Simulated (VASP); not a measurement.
Method: PBEsol GGA, VASP's PBE PAW potentials (set 64) (plane waves; VASP).

Input for VASP

### INCAR
```
SYSTEM = Bi
PREC = Accurate
ENCUT = 400
EDIFF = 1E-7
NELM = 100
ALGO = Normal
LREAL = .FALSE.
LASPH = .TRUE.
ISMEAR = 0
SIGMA = 0.05
GGA = PS
LMAXMIX = 4
LWAVE = .FALSE.
LCHARG = .FALSE.
LORBIT = 11
ICHARG = 11
```

### POSCAR
```
Bi
3.4645970
  0.9999999302   0.0000000000   0.0000000000
 -0.4999999651   0.8660253492   0.0000000000
  0.0000000000   0.0000000000   1.6616632307
Bi
2
Cart
 -0.0000005000   0.5773505215   0.4154158077
  0.5000004651   0.2886748277   1.2462474230
```

### KPOINTS
```
k-points along high-symmetry lines
10
Line-mode
Reciprocal
  0.000000   0.000000   0.000000 ! GAMMA
  0.500000   0.000000   0.000000 ! M

  0.500000   0.000000   0.000000 ! M
  0.333333   0.333333   0.000000 ! K

  0.333333   0.333333   0.000000 ! K
  0.000000   0.000000   0.000000 ! GAMMA

  0.000000   0.000000   0.000000 ! GAMMA
  0.000000   0.000000   0.500000 ! A

  0.000000   0.000000   0.500000 ! A
  0.500000   0.000000   0.500000 ! L

  0.500000   0.000000   0.500000 ! L
  0.333333   0.333333   0.500000 ! H

  0.333333   0.333333   0.500000 ! H
  0.000000   0.000000   0.500000 ! A

  0.500000   0.000000   0.500000 ! L
  0.500000   0.000000   0.000000 ! M

  0.333333   0.333333   0.500000 ! H
  0.333333   0.333333   0.000000 ! K
```

POTCAR, in this order: Bi_d (PBE.64 set). Program: vasp_std. Read from the step before: CHGCAR.

Output

OSZICAR:
```
       N       E                     dE             d eps       ncg     rms          rms(c)
DAV:   1     0.270504151341E+03    0.27050E+03   -0.14753E+04  3431   0.171E+03
DAV:   2     0.113049595978E+02   -0.25920E+03   -0.25474E+03  3462   0.429E+02
DAV:   3    -0.888163506930E+01   -0.20187E+02   -0.19853E+02  3986   0.143E+02
DAV:   4    -0.950032762283E+01   -0.61869E+00   -0.61774E+00  3892   0.273E+01
DAV:   5    -0.952667509439E+01   -0.26347E-01   -0.26346E-01  4585   0.487E+00
DAV:   6    -0.952751446283E+01   -0.83937E-03   -0.83937E-03  4471   0.706E-01
DAV:   7    -0.952752790230E+01   -0.13439E-04   -0.13441E-04  4600   0.902E-02
DAV:   8    -0.952752812623E+01   -0.22392E-06   -0.22429E-06  4457   0.128E-02
DAV:   9    -0.952752813117E+01   -0.49413E-08   -0.33411E-08  2425   0.187E-03
   1 F= -.95275281E+01 E0= -.95258420E+01  d E =-.337230E-02
```

**OUTCAR**
```
 val. band max:        8.4931282498   @ k =   0.2963   0.2963   0.0000

 cond. band min:       8.4959235514   @ k =   0.4815   0.0370   0.0000



 k-point     1 :       0.0000    0.0000    0.0000
  band No.  band energies     occupation
      1     -14.7146      2.00000
      2     -14.7035      2.00000
      3     -14.6928      2.00000
      4     -14.6928      2.00000
      5     -14.6831      2.00000
      6     -14.6831      2.00000
      7     -14.6471      2.00000
      8     -14.6471      2.00000
      9     -14.5521      2.00000
     10     -14.5521      2.00000
     11      -5.5701      2.00000
     12      -2.6335      2.00000
     13       2.7589      2.00000
     14      12.0267      0.00000
     15      12.0267      0.00000
     16      13.3586      0.00000
     17      13.6067      0.00000
     18      13.6067      0.00000
     19      15.6921      0.00000

 k-point     2 :       0.0556    0.0000    0.0000
  band No.  band energies     occupation
      1     -14.7143      2.00000
      2     -14.7033      2.00000
      3     -14.6907      2.00000
      4     -14.6881      2.00000
      5     -14.6812      2.00000
      6     -14.6785      2.00000
      7     -14.6491      2.00000
      8     -14.6486      2.00000
      9     -14.5547      2.00000
     10     -14.5516      2.00000
     11      -5.5196      2.00000
     12      -2.5943      2.00000
     13       2.8174      2.00000
     14      11.3842      0.00000
     15      11.8154      0.00000
     16      13.1388      0.00000
     17      13.3287      0.00000
     18      13.6480      0.00000
     19      16.1179      0.00000

 k-point     3 :       0.1111    0.0000    0.0000
  band No.  band energies     occupation
      1     -14.7181      2.00000
      2     -14.6998      2.00000
      3     -14.6868      2.00000
      4     -14.6745      2.00000
      5     -14.6718      2.00000
      6     -14.6650      2.00000
      7     -14.6548      2.00000
      8     -14.6529      2.00000
...
```

The density is held fixed in this step, so its total energy and stress have no physical meaning. Unless said otherwise, spin-orbit coupling is left out, though it shifts the bands of the heavy elements here.

The structure was generated: Bi was put into the hcp type (P6_3/mmc), which need not be its known phase. It was relaxed first, which changed the volume by -6 %.
